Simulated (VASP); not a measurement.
```xyz
2
Lattice="0.0000 2.4519 2.4519 2.4519 0.0000 2.4519 2.4519 2.4519 0.0000" Properties=species:S:1:pos:R:3 pbc="T T T"
Y      0.0000     0.0000     0.0000
N      2.4519     2.4519     2.4519
```

The numbers are results of PW91 GGA, VASP's PBE PAW potentials (set 64) (plane waves; VASP), not measurements. Settings: 520 eV cut-off, Gaussian smearing of 0.050 eV, potentials Y_sv N.

Task: Estimate the band gap (along the path) with the smallest direct gap where there is one.

Result: 
| Property | Value |
|---|---|
| band gap (along the path) | 0.21 eV |
| smallest direct gap (along the path) | 0.60 eV |

The compound is YN in the rock salt structure. It was relaxed first.
